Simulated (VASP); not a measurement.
Crystal: Ga2PN.

```
Ga P N
1.0
     3.74314    0.00000    0.00000
     0.00000    3.74314    0.00000
     0.00000    0.00000    5.10841
Ga P N
2 1 1
Direct
  0.00000 0.00000 0.50000
  0.50000 0.50000 0.00000
  0.50000 0.50000 0.50000
  0.00000 0.00000 0.00000
```

The cell was built by a generator and needn't be a form met in nature.

| Item | Value |
| --- | --- |
| Program | VASP 6.6.1 |
| Task | relaxation of cell and atoms |
| Functional | PBE |
| Potentials or basis | VASP PAW PBE potentials, release 64 (Ga_d, P, N) |
| Cutoff | 520 eV |
| k mesh | 4 × 4 × 3 |
| Occupations | gaussian, width 0.15 eV |
| Spin | no spin polarisation |

At the start: pressure -15.2 GPa; volume 17.89 Å³/atom.

Q: Where does the relaxation end?

A: Over 7 steps the energy falls by 255.4 meV/atom and the volume is 13.74 Å³/atom (-23.2 %); space group P4/mmm (No. 123, to 0.05 Å).

Step by step:
| step | energy change (eV) | largest force (eV/Å) | pressure (GPa) | volume (Å³) |
| --- | --- | --- | --- | --- |
| 1 | 0.0000 | 0.0000 | -15.25 | 71.57 |
| 2 | -1.0081 | 0.0000 | 0.45 | 55.34 |
| 3 | -1.0086 | 0.0000 | -1.33 | 55.60 |
| 4 | -1.0168 | 0.0000 | 0.38 | 55.36 |
| 5 | -1.0199 | 0.0000 | 0.30 | 55.18 |
| 6 | -1.0213 | 0.0000 | 1.15 | 54.80 |
| 7 | -1.0215 | 0.0000 | 0.31 | 54.94 |

Final structure:
```
CELL_PARAMETERS angstrom
3.40205 0.00000 0.00000
0.00000 3.40205 0.00000
0.00000 0.00000 4.74691
ATOMIC_POSITIONS crystal
Ga 0.00000 0.00000 0.50000
Ga 0.50000 0.50000 0.00000
P 0.50000 0.50000 0.50000
N 0.00000 0.00000 0.00000
```

Caveat: the k mesh is coarse (spacing up to 0.42 Å⁻¹), so the values aren't converged; the volume moved by over 15 % at a fixed basis, so the end points are rough.
